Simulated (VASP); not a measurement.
The system is Pt.

```
CELL_PARAMETERS angstrom
0.00000 1.96090 1.96090
1.96090 0.00000 1.96090
1.96090 1.96090 0.00000
ATOMIC_POSITIONS crystal
Pt 0.00000 0.00000 0.00000
```

| Quantity | Value |
| --- | --- |
| Program | VASP 6.6.1 |
| Task | relaxation of cell and atoms |
| Functional | PBE |
| Potentials or basis | VASP PAW PBE potentials, release 64 (Pt) |
| Cutoff | 520 eV |
| k mesh | 6 × 6 × 6 |
| Occupations | gaussian, width 0.1 eV |
| Spin | no spin polarisation |

At the start: pressure 6.8 GPa; volume 15.08 Å³/atom.

How do energy, volume and symmetry change on relaxing?

Over 16 steps the energy falls by 7.6 meV/atom and the volume is 15.45 Å³/atom (+2.5 %); space group Fm-3m (No. 225, to 0.05 Å).

Step by step:
| step | energy change (eV) | largest force (eV/Å) | pressure (GPa) | volume (Å³) |
| --- | --- | --- | --- | --- |
| 1 | 0.0000 | 0.0000 | 6.77 | 15.08 |
| 2 | 0.0433 | 0.0000 | -14.10 | 16.51 |
| 3 | -0.0076 | 0.0000 | -0.09 | 15.46 |
| 4 | -0.0076 | 0.0000 | 0.02 | 15.45 |
| 5 | -0.0076 | 0.0000 | 0.02 | 15.45 |
| 6 | -0.0076 | 0.0000 | 0.02 | 15.45 |
| 7 | -0.0076 | 0.0000 | 0.02 | 15.45 |
| 8 | -0.0076 | 0.0000 | 0.02 | 15.45 |
| 9 | -0.0076 | 0.0000 | 0.02 | 15.45 |
| 10 | -0.0076 | 0.0000 | 0.02 | 15.45 |
| 11 | -0.0076 | 0.0000 | 0.02 | 15.45 |
| 12 | -0.0076 | 0.0000 | 0.02 | 15.45 |
| 13 | -0.0076 | 0.0000 | 0.02 | 15.45 |
| 14 | -0.0076 | 0.0000 | 0.02 | 15.45 |
| 15 | -0.0076 | 0.0000 | 0.02 | 15.45 |
| 16 | -0.0076 | 0.0000 | 0.00 | 15.45 |

Final structure:
```yaml
crystal:
  lattice:
    - [0.00000, 1.97692, 1.97692]
    - [1.97692, 0.00000, 1.97692]
    - [1.97692, 1.97692, 0.00000]
  atoms:
    - { symbol: Pt, position: [0.00000, 0.00000, 0.00000] }
```

Caveat: the k mesh is coarse (spacing up to 0.46 Å⁻¹), so the values aren't converged.
